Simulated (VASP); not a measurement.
All values below come from PBE GGA, VASP's PBE PAW potentials (set 64) (plane waves; VASP). For the first row: Run with 400 eV cut-off, 7×7×7 Γ-centred mesh, tetrahedra with Blöchl corrections, potentials Bi_d Te.

```
system                energy (eV/atom)
--------------------  ----------------
Bi2Te3 (tetradymite)           -3.6799
Bi (a7)                        -3.8875
Te (trig)                      -3.1422
```

The references are the elements' solids at the same level; no temperature or zero-point terms are added. Without a dispersion term in the relaxation, distances and binding between the weakly bound layers, chains or molecules are unreliable, and so is what depends on them.    Spin-orbit coupling is left out, which shifts such energies by up to tenths of an eV for the heavy elements here.

Task: What is the formation energy per atom of Bi2Te3?

Result: The references average (2×(-3.8875) + 3×(-3.1422))/5 = -3.4403 eV, so the formation energy is -3.6799 − (-3.4403) = -0.240 eV/atom.
